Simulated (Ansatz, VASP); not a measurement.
# Cross-check of Mg2Sb2Se5 between VASP and Ansatz

Wanted: the spread between two codes on one cell, functional and k mesh. The cell is invented: As first built, before any earlier steps moved the atoms (in the runner's words): it takes the Mg2Al2Se5 structure with some of its atoms replaced by other elements, volume scaled by an estimate. It may not be a known or stable phase. The structure shown is frame 250 of VASP's trajectory.

Main program and level: Ansatz 0.2.0; plane waves, with VASP 6.6.1 beside it; single point at PBE.

In doubt: too few empty bands were carried, so the values of those runs are not to be relied on.

### 1. Set-up

The cell holds 36 atoms: 8 Sb, 20 Se and 8 Mg. Cell: a = 8.744 Å, b = 8.744 Å, c = 17.945 Å, α = 90.0°, β = 90.0°, γ = 120.0°. It derives from Mg2Sb2Se5. As first built, before any earlier steps moved the atoms (in the runner's words): sites of the Mg2Al2Se5 structure (space group 164) filled with other elements, volume scaled by an estimate.

### 2. VASP: dynamics, PBE

This run makes the geometry at which the two programs are then compared.

Lines of VASP's logs that name or quote its potential files are left out, and so is its time.

INCAR reads:

```
SYSTEM = Mg2Sb2Se5
PREC = Normal
ENCUT = 220
EDIFF = 1E-04
NELM = 120
ISMEAR = -1
SIGMA = 0.3016
LREAL = Auto
ALGO = VeryFast
GGA = PE
LWAVE = .FALSE.
LCHARG = .FALSE.
NCORE = 4
IBRION = 0
NSW = 250
POTIM = 2
TEBEG = 3500
TEEND = 3500
ISYM = 0
ISIF = 2
NELMIN = 4
MAXMIX = 40
NBLOCK = 5
RANDOM_SEED = 801913 0 0
NWRITE = 1
MDALGO = 0
SMASS = -1
```

POSCAR reads:

```
Mg2Sb2Se5
1.0
    8.7436056103      0.0000000000      0.0000000000
   -4.3718028053      7.5721849698      0.0000000000
    0.0000000000      0.0000000000     17.9450968649
Sb Se Mg
8 20 8
Direct
    0.1666666650      0.3333333350      0.1786179725
    0.1666666650      0.8333333350      0.1786179725
    0.6666666650      0.3333333350      0.1786179725
    0.6666666650      0.8333333350      0.1786179725
    0.3333333350      0.1666666650      0.8213820275
    0.3333333350      0.6666666650      0.8213820275
    0.8333333350      0.1666666650      0.8213820275
    0.8333333350      0.6666666650      0.8213820275
    0.3333333350      0.1666666650      0.0986218215
    0.3333333350      0.6666666650      0.0986218215
    0.8333333350      0.1666666650      0.0986218215
    0.8333333350      0.6666666650      0.0986218215
    0.1666666650      0.3333333350      0.9013781785
    0.1666666650      0.8333333350      0.9013781785
    0.6666666650      0.3333333350      0.9013781785
    0.6666666650      0.8333333350      0.9013781785
    0.3333333350      0.1666666650      0.6649561257
    0.3333333350      0.6666666650      0.6649561257
    0.8333333350      0.1666666650      0.6649561257
    0.8333333350      0.6666666650      0.6649561257
    0.1666666650      0.3333333350      0.3350438743
    0.1666666650      0.8333333350      0.3350438743
    0.6666666650      0.3333333350      0.3350438743
    0.6666666650      0.8333333350      0.3350438743
    0.0000000000      0.0000000000      0.5000000000
    0.0000000000      0.5000000000      0.5000000000
    0.5000000000      0.0000000000      0.5000000000
    0.5000000000      0.5000000000      0.5000000000
    0.1666666650      0.3333333350      0.5897632897
    0.1666666650      0.8333333350      0.5897632897
    0.6666666650      0.3333333350      0.5897632897
    0.6666666650      0.8333333350      0.5897632897
    0.3333333350      0.1666666650      0.4102367103
    0.3333333350      0.6666666650      0.4102367103
    0.8333333350      0.1666666650      0.4102367103
    0.8333333350      0.6666666650      0.4102367103
```

KPOINTS reads:

```
Automatic mesh
0
Gamma
1 1 1
0 0 0
```

Potentials, in the order of the species: Sb, Se and Mg (PBE family, release 64).

On the command line:

```sh
$ mpirun -np 4 vasp_gam
```

Numbers of over 12 decimals in the logs are rounded to 6 here.

The program printed:

```text
[banner, memory and clock lines left out]
running    4 mpi-ranks, on    1 nodes
[...]
LDA part: xc-table for (Slater+PW92), standard interpolation
 POSCAR, INCAR and KPOINTS ok, starting setup
[...]
prediction of wavefunctions initialized - no I/O
 entering main loop
       N       E                     dE             d eps       ncg     rms          rms(c)
RMM:   1     0.163164198984E+04    0.16316E+04   -0.33746E+04   107   0.607E+02
RMM:   2     0.567475267045E+03   -0.10642E+04   -0.11101E+04   107   0.169E+02
RMM:   3     0.202810618381E+03   -0.36466E+03   -0.46044E+03   107   0.104E+02
RMM:   4     0.497428459314E+02   -0.15307E+03   -0.18379E+03   107   0.790E+01
[...]
RMM:  36    -0.128544509527E+03   -0.12667E-03   -0.12576E-03    50   0.619E-03    0.216E-03
RMM:  37    -0.128544616488E+03   -0.10696E-03   -0.10599E-03    49   0.605E-03    0.261E-03
RMM:  38    -0.128544716429E+03   -0.99941E-04   -0.99239E-04    49   0.599E-03
[...]
240 T=  3222. E= -.10251939E+03 F= -.11709829E+03 E0= -.11424120E+03  EK= 0.14579E+02 SP= 0.00E+00 SK= 0.00E+00
    241 T=  3500. E= -.10097041E+03 F= -.11680485E+03 E0= -.11395568E+03  EK= 0.15834E+02 SP= 0.00E+00 SK= 0.00E+00
    242 T=  3441. E= -.10096179E+03 F= -.11653070E+03 E0= -.11369064E+03  EK= 0.15569E+02 SP= 0.00E+00 SK= 0.00E+00
    243 T=  3392. E= -.10096067E+03 F= -.11630611E+03 E0= -.11347516E+03  EK= 0.15345E+02 SP= 0.00E+00 SK= 0.00E+00
    244 T=  3357. E= -.10095971E+03 F= -.11614772E+03 E0= -.11332617E+03  EK= 0.15188E+02 SP= 0.00E+00 SK= 0.00E+00
    245 T=  3340. E= -.10095900E+03 F= -.11606956E+03 E0= -.11325752E+03  EK= 0.15111E+02 SP= 0.00E+00 SK= 0.00E+00
    246 T=  3500. E= -.10024612E+03 F= -.11608057E+03 E0= -.11327719E+03  EK= 0.15834E+02 SP= 0.00E+00 SK= 0.00E+00
    247 T=  3522. E= -.10024759E+03 F= -.11618017E+03 E0= -.11338466E+03  EK= 0.15933E+02 SP= 0.00E+00 SK= 0.00E+00
    248 T=  3561. E= -.10024922E+03 F= -.11635864E+03 E0= -.11357048E+03  EK= 0.16109E+02 SP= 0.00E+00 SK= 0.00E+00
    249 T=  3613. E= -.10025093E+03 F= -.11659696E+03 E0= -.11381685E+03  EK= 0.16346E+02 SP= 0.00E+00 SK= 0.00E+00
    250 T=  3673. E= -.10025243E+03 F= -.11687008E+03 E0= -.11409823E+03  EK= 0.16618E+02 SP= 0.00E+00 SK= 0.00E+00
[...]
prediction of wavefunctions
 wavefunctions rotated
```

Parts of OUTCAR (step 2):

```text
  Total        7.0987727      8.0944561     16.3707589      0.2522186     -6.0678031      0.3516354
  in kB        9.5727402     10.9154256     22.0760726      0.3401184     -8.1824712      0.4741825
  external PRESSURE =      14.1880794 kB  Pullay stress =       0.0000000 kB

 POSITION                                       TOTAL-FORCE (eV/Angst)
 -----------------------------------------------------------------------------------
     -0.12118      1.68495      4.76775        -1.327910     -1.038580     -1.066171
      3.56124      0.30989      1.76532         0.685682     -1.248328      0.268555
      3.09448      3.09016      0.93765        -0.309063      2.179806      2.476372
     -2.14345      5.53115      2.82210        -1.613740     -0.665393     -2.357183
      4.46717      7.31062     14.70347        -1.779274     -0.512853      2.938404
      0.47215      6.52460     15.64169         0.093398     -0.033610      0.648045
     -2.41021      5.67201     14.12914         1.135069     -2.158844      1.204029
      3.88810      4.08484     15.56702         0.550486      0.765186     -0.632967
      2.94167      2.08220     16.73235        -0.490401     -2.609255     -1.317487
      3.30168      5.21401      3.28037         0.098612      0.395479     -0.187930
      5.81742      2.08637      2.90041        -0.307281      0.696166      0.385875
      0.80041      5.66126      2.91544        -0.279899     -0.171389      0.037162
      1.13936      3.53105     15.03221        -0.342524      0.750424     -0.357180
     -1.69572      4.38286     16.35660        -0.226240     -0.341166     -1.033362
[...]
-----------------------------------------------------------------------------------
    total drift:                               -0.003299      0.001479     -0.012306

  FREE ENERGIE OF THE ION-ELECTRON SYSTEM (eV)
  ---------------------------------------------------
  free  energy   TOTEN  =      -116.8700775342 eV

  energy  without entropy=     -111.3263902582  energy(sigma->0) =     -114.09823390

[... 3 further parts left out ...]
[key lines of the parts left out:]
E-fermi :   2.0468
```

The gap is under twice the smearing width, so the edge states are partly filled and the run can't tell a small gap from a semimetal.

### 3. Ansatz: single point, PBE

Ansatz runs on its default PAW (the set named soft_2) files.

The same cell, functional, mesh and smearing now go to Ansatz, which takes its cutoff from its data sets.

input.yaml reads:

```yaml
crystal:
  lattice:
    - [8.743606, 0.0, 0.0]
    - [-4.371803, 7.572185, 0.0]
    - [0.0, 0.0, 17.9451]
  atoms:
    - { symbol: Sb, position: [0.0974001322, 0.2225185993, 0.265685396] }
    - { symbol: Sb, position: [0.4277591288, 0.0409250566, 0.0983733721] }
    - { symbol: Sb, position: [0.5579600325, 0.4080935688, 0.0522512719] }
    - { symbol: Sb, position: [0.1200834319, 0.7304567968, 0.1572629854] }
    - { symbol: Sb, position: [0.993635344, 0.9654572623, 0.8193584878] }
    - { symbol: Sb, position: [0.4848259992, 0.8616530103, 0.8716412837] }
    - { symbol: Sb, position: [0.0988751448, 0.7490582969, 0.7873536509] }
    - { symbol: Sb, position: [0.7144062964, 0.5394536716, 0.867479702] }
    - { symbol: Se, position: [0.4739272846, 0.2749804713, 0.9324188776] }
    - { symbol: Se, position: [0.7218982876, 0.6885743019, 0.1828005974] }
    - { symbol: Se, position: [0.8030991665, 0.2755306427, 0.1616269065] }
    - { symbol: Se, position: [0.4653616071, 0.7476383633, 0.162464684] }
    - { symbol: Se, position: [0.3634671912, 0.4663181103, 0.8376776947] }
    - { symbol: Se, position: [0.095467031, 0.5788108716, 0.911480014] }
    - { symbol: Se, position: [0.7613155396, 0.2224787165, 0.870224741] }
    - { symbol: Se, position: [0.6085466609, 0.7751461434, 0.0013213596] }
    - { symbol: Se, position: [0.8155910441, 0.9943807501, 0.6633080897] }
    - { symbol: Se, position: [0.5567541634, 0.776585094, 0.7249115357] }
    - { symbol: Se, position: [0.1109212228, 0.2150381957, 0.7400844799] }
    - { symbol: Se, position: [0.1166928737, 0.500532277, 0.6258310068] }
    - { symbol: Se, position: [0.1941027366, 0.2266835794, 0.4044520788] }
    - { symbol: Se, position: [0.0772502492, 0.892813501, 0.3730319697] }
    - { symbol: Se, position: [0.5071644218, 0.2122625108, 0.2232988392] }
    - { symbol: Se, position: [0.4760706395, 0.7497615285, 0.3678856067] }
    - { symbol: Se, position: [0.8740877111, 0.8993309065, 0.5429963054] }
    - { symbol: Se, position: [0.8522185726, 0.4525408452, 0.4024900948] }
    - { symbol: Se, position: [0.2922193506, 0.9154554465, 0.5374435361] }
    - { symbol: Se, position: [0.520337854, 0.4103984517, 0.5618809591] }
    - { symbol: Mg, position: [0.256015623, 0.8568443587, 0.6657098595] }
    - { symbol: Mg, position: [0.2051514771, 0.3090381442, 0.6142178088] }
    - { symbol: Mg, position: [0.9048287448, 0.5798257702, 0.5713710149] }
    - { symbol: Mg, position: [0.3893576217, 0.6678450144, 0.5014861996] }
    - { symbol: Mg, position: [0.3967181891, 0.048292098, 0.4111555801] }
    - { symbol: Mg, position: [0.1985250301, 0.6952874236, 0.2849152136] }
    - { symbol: Mg, position: [0.7682555578, 0.189904235, 0.3107423196] }
    - { symbol: Mg, position: [0.4203293092, 0.4145586776, 0.3046010332] }
hamiltonian:
  xc: pbe
  pseudopotentials: { kind: paw }
kpoints:
  mp_grid: { grid: [1, 1, 1] }
scf:
  occupations: { method: fermi_dirac, width: 0.3016 }
  n_extra_bands: 13
output:
  forces: true
  stress: true
  eigenvalues: true
  write_density: true
  write_potential: true
  elf: true
  volumetric_format: npy
```

On the command line:

```sh
$ ansatz run input.yaml --threads 8 --pin off --max-ram 18432MiB --backend cpu --events-out ev --progress --plain --runs-dir out
```

The program printed:

```text
scf.n_extra_bands = 13 over 260 filled bands (N_el = 520.0): the run solves 273 bands
Engine: ansatz 0.2.0, aarch64-unknown-linux-gnu
Pseudopotentials: kind: paw
Pseudopotential: Sb, paw, valence charge 15, recommended cutoff 420 eV (normal), Sb.paw.azcp
Pseudopotential: Se, paw, valence charge 16, recommended cutoff 420 eV (normal), Se.paw.azcp
Pseudopotential: Mg, paw, valence charge 10, recommended cutoff 420 eV (normal), Mg.paw.azcp
Functional definition: PBE
  parameter kappa = 0.804
  parameter beta = 0.066725
  exchange = pbe_x(kappa = kappa, mu = beta*pi^2/3)
  correlation = pbe_c(beta = beta)
Crystal: 36 atoms, lattice volume = 1188.113 Å³
Basis set: ecut = 420 eV, 23249 PW (Γ), exchange–correlation on 120×120×240 points (8 copies of the dense FFT grid, shifted against one another)
Bands: 273, of which v1, the nominal top of the filled ones, is band 260 counted from 1 (259 counted from 0)
Symmetry: 1 space group operations
Space group: P1 (ITA 1), of the structure as read, at distance tolerance 1.1e-4 Å
k-points: 1
Non-local potential: Sb, projectors of the file, l = 0: 2, l = 1: 2, l = 2: 2, l = 3: 2
Non-local potential: Se, projectors of the file, l = 0: 2, l = 1: 2, l = 2: 3, l = 3: 1
Non-local potential: Mg, projectors of the file, l = 0: 3, l = 1: 2, l = 2: 1
PAW form: soft (Blöchl's): semilocal exchange-correlation on the pseudo side does not see the compensation charge
PAW one-centre angular grid: Sb, 590 points (default); XC on 64 Gauss nodes
PAW one-centre angular grid: Se, 590 points (default); XC on 64 Gauss nodes
PAW one-centre angular grid: Mg, 110 points (default); XC on 64 Gauss nodes
Initial density: superposition of atomic densities (neutral atoms: chi_scale 0, normalization atom), corrected by the library's trained network
Initial wavefunctions: pseudopotential atomic-orbital guess
Functional: x = pbe(κ = 0.804, μ = 0.219515), c = pbe(β = 0.066725)
SCF iter   1: F=—  HF=-176649.959871 eV  |F-HF|=—  |Δ(HF+E_count)|=         —  Δρ=5.87e-3  dr2=2.53e0  ethr=1.77e-3  ⟨swp⟩=5.0  Hψ=1160  notcnv=0
preconditioner: auto → LDOS  [metal: Δε(μ)=0.283 eV  Ē_g=6.202 eV  σ=0.302 eV  W_gap=0.23  n_scr=270 (ndim 8)  ℏωp=14.3 eV  f_vac=0.180  D(μ)=18.25/eV (n_scr^D=98)  β→1.0]
SCF iter   2: F=—  HF=-176649.739932 eV  |F-HF|=—  |Δ(HF+E_count)|=   2.20e-1  Δρ=2.53e-3  dr2=1.46e-1  ethr=4.86e-4  ⟨swp⟩=2.0  Hψ=432  notcnv=0
SCF iter   3: F=—  HF=-176649.720327 eV  |F-HF|=—  |Δ(HF+E_count)|=   1.96e-2  Δρ=1.11e-3  dr2=3.19e-2  ethr=2.81e-5  ⟨swp⟩=2.0  Hψ=496  notcnv=0
SCF iter   4: F=—  HF=-176649.712883 eV  |F-HF|=—  |Δ(HF+E_count)|=   7.44e-3  Δρ=2.24e-4  dr2=1.49e-3  ethr=6.13e-6  ⟨swp⟩=2.0  Hψ=406  notcnv=0
SCF iter   5: F=—  HF=-176649.712783 eV  |F-HF|=—  |Δ(HF+E_count)|=   9.98e-5  Δρ=8.65e-5  dr2=1.98e-4  ethr=2.87e-7  ⟨swp⟩=2.0  Hψ=454  notcnv=0
SCF iter   6: F=—  HF=-176649.712781 eV  |F-HF|=—  |Δ(HF+E_count)|=   1.67e-6  Δρ=2.30e-5  dr2=1.28e-5  ethr=3.81e-8  ⟨swp⟩=3.0  Hψ=415  notcnv=0
SCF iter   7: F=—  HF=-176649.713164 eV  |F-HF|=—  |Δ(HF+E_count)|=   3.83e-4  Δρ=7.49e-6  dr2=1.08e-6  ethr=2.47e-9  ⟨swp⟩=3.0  Hψ=427  notcnv=0
SCF iter   8: F=—  HF=-176649.713164 eV  |F-HF|=—  |Δ(HF+E_count)|=   1.35e-7  Δρ=2.33e-6  dr2=1.03e-7  ethr=1.92e-11  ⟨swp⟩=10.0  Hψ=2482  notcnv=0
SCF iter   9: F=-176649.713164 eV  HF=-176649.713164 eV  |F-HF|=1.86e-9  |Δ(HF+E_count)|=   4.83e-8  Δρ=7.11e-7  dr2=1.05e-8  ethr=1.92e-11  ⟨swp⟩=8.0  Hψ=1821  notcnv=0
WARN: the bands leave out some 1.090e-2 electrons a cell, over the threshold 1e-3 (by scf.eigensolver.empty_state_threshold): the first level above them, at 6.8455 eV, would hold 4.629e-3 of 2 at k-index 0, k = (0.0000, 0.0000, 0.0000) — raise scf.n_extra_bands (try 345 bands in all)
SCF 1 converged in 9 iterations: F = -176649.713164 eV  dr2 = 1.05e-8
  greatest PAW one-centre occupation: 1.000 electrons in one spin orbital (limit 2), on the Mg atom at site 29 (counted from 0), in its partial waves of l = 0
WARN: The input density's exchange-correlation potential varies sharply where the density is thin. Do not read a vacuum level from v_tot or v_xc, or from such a field of the output density. On a cell that repeats whose density bears no net charge and no dipole along the vacuum's axis use v_es (v_loc + v_h of the components); under efield.dipole_correction with no amplitude use v_es + v_field, which holds any external [...]
SCF converged after 9 iterations
Free energy (F): -176649.713164 eV
Harris-Foulkes:  -176649.713164 eV  (|F-HF|=1.86e-9)
Internal energy: -176644.209077 eV  (E = F + TS)
E sigma→0 (E₀):  -176646.961120 eV
Entropy (-TS):   -5.504088 eV (-152.891 meV/atom)
Fermi energy:    5.015888 eV
--- Per-component energies (eV) ---
  E_band       = -13463.442058
  E_kinetic    = 4611.757238
  E_local      = -92546.483116  (includes V_loc(G=0)·N_el)
  E_nonlocal   = -8243.871229
  E_hartree    = 42768.093786
  E_xc         = -3407.901109
  E_vxc        = -3010.101647  (∫ρ·V_xc dr)
  E_paw        = -77171.888016  (= ΣΔE_a)
  E_vpaw       = 189.085241  (= ΣTr[D̂ρ^β])
  E_aug_tail   = -0.011869  (compensation charges beyond the density's cutoff)
  E_ewald      = -42653.904762
  E_smearing   = -5.504088  (= −TS)
  E_closure    = 0.000000  (closes the sum)
  Σ components = -176649.713164   (vs F -176649.713164, Δ=0.00e0)
--- Forces (eV/Å), atoms counted from 1 ---
  atom   1  Sb    -1.29315506    -1.01999761    -1.01895615
  atom   2  Sb     0.67965510    -1.24466811     0.30197549
  atom   3  Sb    -0.31187810     2.11437473     2.36195784
  atom   4  Sb    -1.58961501    -0.65155418    -2.33349817
  atom   5  Sb    -1.69269402    -0.47030278     2.83643450
  atom   6  Sb     0.09564155    -0.02620072     0.64586935
  atom   7  Sb     1.06333022    -2.09703766     1.21903431
  atom   8  Sb     0.52259986     0.71138576    -0.60357170
  atom   9  Se    -0.46433682    -2.51735301    -1.23506754
  atom  10  Se     0.07607633     0.40332198    -0.18663340
  atom  11  Se    -0.32022103     0.69421597     0.38934191
  atom  12  Se    -0.25711600    -0.17408662     0.04335980
  atom  13  Se    -0.34270760     0.74999868    -0.35943326
  atom  14  Se    -0.23121769    -0.33309054    -1.04244087
  atom  15  Se     0.00957369     0.16300973     0.08747373
  atom  16  Se     0.20026616    -0.31728857    -0.70221880
  atom  17  Se    -0.19118883    -0.06598029    -1.25303482
  atom  18  Se    -0.66076792    -0.49786461     0.40963512
  atom  19  Se     0.29796309     2.15461844     0.33585051
  atom  20  Se    -2.34113746     2.43384009     0.09000183
  atom  21  Se     0.29724220    -0.11320543     0.78768693
  atom  22  Se    -0.63105288    -0.53438959    -0.43115272
  atom  23  Se     0.28402884    -0.09446714     0.71279969
  atom  24  Se    -0.16542600     0.22206534    -0.22429027
[...]
atom  29  Mg     1.71187597     0.15459677    -0.62054902
  atom  30  Mg     3.35536780    -1.94875508    -1.71483343
  atom  31  Mg    -1.20450283     0.05939412    -1.21912703
  atom  32  Mg    -0.01085045    -0.14476604     0.80290238
  atom  33  Mg     0.37194329     0.24712692     0.11901105
  atom  34  Mg     0.92662495    -0.45846542     2.61560890
  atom  35  Mg    -0.00473483     0.24037144    -0.26725846
  atom  36  Mg     1.54502499     2.16997865    -0.14587882
  max |Σ_I F_I| component: 2.28e-5 eV/Å
--- Stress (GPa, compression-positive) ---
        1.169911       0.046090       0.057480
        0.046090       1.283300      -0.813719
        0.057480      -0.813719       2.378670
  P = ⅓ Tr σ = 1.6106 GPa (16.106 kbar)
--- Band table (eV) ---
  k-point 0: bands = [... 256 lower, 4.5291, 4.6046, 4.7335, 4.8716, 5.1188, 5.1477, 5.3423, 5.3558, ... 9 higher]
```

It took 8.4 s on 8 threads of Arm Neoverse V2, shared host; peak memory 1.4 GiB; 56 s of CPU time.

The run ends at a pressure of 1.61 GPa, with forces up to 4.2 eV/Å.

### 4. Differences

Known differences besides the potentials themselves: the data sets hold 520 valence electrons in Ansatz (default PAW (the set named soft_2) files) and 176 in VASP; the cutoff is 420 eV in Ansatz and 220 eV in VASP (PREC = Normal, projectors in real space); VASP leaves aspherical gradient terms in its spheres out (LASPH is not set), Ansatz keeps them; Ansatz's log warns that its bands leave out some electrons. Total energies have different zeros and are not compared.

Forces on 7 of the 36 atoms, those with the largest forces and the largest differences (eV/Å; atoms numbered as in POSCAR):

| atom | Ansatz x, y, z | VASP x, y, z |
| --- | --- | --- |
| Sb3 | -0.312, 2.114, 2.362 | -0.309, 2.180, 2.476 |
| Sb4 | -1.590, -0.652, -2.333 | -1.614, -0.665, -2.357 |
| Sb5 | -1.693, -0.470, 2.836 | -1.779, -0.513, 2.938 |
| Se9 | -0.464, -2.517, -1.235 | -0.490, -2.609, -1.317 |
| Se20 | -2.341, 2.434, 0.090 | -2.370, 2.464, 0.097 |
| Mg30 | 3.355, -1.949, -1.715 | 3.385, -1.974, -1.736 |
| Mg34 | 0.927, -0.458, 2.616 | 0.937, -0.460, 2.648 |

The forces differ by 31 meV/Å r.m.s., which is 2.9 % of the r.m.s. force of 1.07 eV/Å (both taken over all components).

### 5. Outcome

```yaml
r_m_s_force_difference_single_point_pbe: 2.9 % of the r.m.s. force
```

What this shows: The r.m.s. force difference is 2.9 % of the r.m.s. force (single point, PBE), at about the 3 % picked in this series as the mark of a large difference. Such differences can come from data sets, numerical settings and the points named under the comparisons, not from the functional's error against experiment.

[Lines on the potential files, build, host, timing and source positions are cut from VASP's logs without a mark.]

[Logs are printed without paths, hosts, clocks, repeated set-up lines and the standing remarks that a program may print on its own settings, such as how far it seeks lower states.]

[Hosts, paths, dates, database ids (printed as entryN), source tags and the programs' standing remarks are cut or masked in the printed files.]

[The remark on too few empty bands rests on warnings of the Ansatz runs; the VASP runs of these pairs gave none.]
